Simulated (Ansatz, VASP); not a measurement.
This is a calculation of MoI for VASP 6.6.1.

File INCAR:

```
ALGO = Normal ; EDIFF = 1E-6
EDIFFG = -0.005 ; ENCUT = 600
GGA = PE ; IBRION = 2
ISIF = 3 ; ISMEAR = -1
IVDW = 12 ; LASPH = True
LCHARG = False ; LREAL = False
LWAVE = False ; NELM = 100
NSW = 40 ; PREC = Accurate
SIGMA = 0.05
```

Contents of KPOINTS:

```
k-points
0
Gamma
  7 7 5
```

POSCAR

```
MoI
1.0
    3.6232628200      0.0000000000      0.0000000000
    0.0000000000      3.6232628200      0.0000000000
    0.0000000000      0.0000000000      5.0420814100
Mo I
1 1
Direct
    0.5000000000      0.5000000000      0.5000000000
    0.0000000000      0.0000000000      0.5000000000
```

Potentials or basis: VASP PAW PBE potentials, release 64 (Mo_sv, I).

Launch:

```sh
$ cat potpaw_PBE.64/Mo_sv/POTCAR potpaw_PBE.64/I/POTCAR > POTCAR
$ mpirun -np 1 vasp_std > vasp.out
```

Task: Set up the same calculation for Ansatz 0.2.0. Potentials there: Ansatz PAW.

Result: As run (the cutoff follows the program's own potentials):

The input input.yaml:

```yaml
crystal:
  lattice:
    - [3.62326282, 0.0, 0.0]
    - [0.0, 3.62326282, 0.0]
    - [0.0, 0.0, 5.04208141]
  atoms:
    - { symbol: Mo, position: [0.5, 0.5, 0.5] }
    - { symbol: I, position: [0.0, 0.0, 0.5] }
hamiltonian:
  xc: pbe
  pseudopotentials: { kind: paw }
  dispersion: d3bj
kpoints:
  mp_grid: { grid: [7, 7, 5] }
scf:
  occupations: { method: fermi_dirac, width: 0.05 }
output:
  forces: true
  stress: true
  eigenvalues: true
relax:
  f_tol: 0.01
  max_steps: 40
  cell: { stress_tol: 0.05 }
```

Potentials or basis: Ansatz PAW.

Run with:

```bash
$ ansatz run input.yaml --threads 2 --pin off --max-ram 5632MiB --backend cpu --events-out ev --progress --plain --runs-dir out
```

Both were run:

|  | VASP | Ansatz | Ansatz less VASP |
| --- | --- | --- | --- |
| gap on the k mesh at the Fermi level, each at its own relaxed structure (eV) | none | none | - |
| relaxed volume (Å³/atom) | 22.76 | 22.78 | +0.023 |
| relaxed cell length with the largest relative difference (Å) | 3.834 | 3.836 | +0.0016 |
| energy change over the relaxation (meV/atom) | -928 | -932 | -4.3 |

A gap of «none» marks a metal or a gap that the smearing closes. The two sets of potentials don't hold the same shells in valence.

Caveats: the volume moved by over 15 % at a fixed basis, so the end points are rough; an odd number of electrons without spin polarisation forces a metal; a magnetic or distorted state may lie lower; the plane-wave basis is chosen anew once the cell has moved, so the energies of steps on either side of that aren't comparable (Ansatz). The runs have no spin-orbit coupling, so splittings on I are missing.
